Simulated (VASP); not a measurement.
Data:

```
CELL_PARAMETERS angstrom
      2.90608     0.00000     0.00000
     -1.45304     2.51674     0.00000
      0.00000     0.00000     6.78599
ATOMIC_POSITIONS crystal
  Ta 0.33333 0.66667 0.03837
  Ta 0.66667 0.33333 0.53837
  O  0.33333 0.66667 0.33663
  O  0.66667 0.33333 0.83663
```

These are PBEsol GGA, VASP's PBE PAW potentials (set 64) (plane waves; VASP) values and carry that method's errors. Settings: 520 eV cut-off, Gaussian smearing of 0.050 eV, potentials Ta_pv O.

Unless said otherwise, spin-orbit coupling is left out, though it shifts the bands of the heavy elements here.

Q: Predict the band gap (along the path) with the smallest direct gap where there is one.

A: 
The band gap (along the path) is none (metal, semimetal or under 0.01 eV).

Total energies compare only between runs with the same potentials, cut-off and functional.

The structure was generated: TaO was put into the wurtzite type (P6_3mc), which need not be its known phase. It was relaxed first, which changed the volume by -39 %.
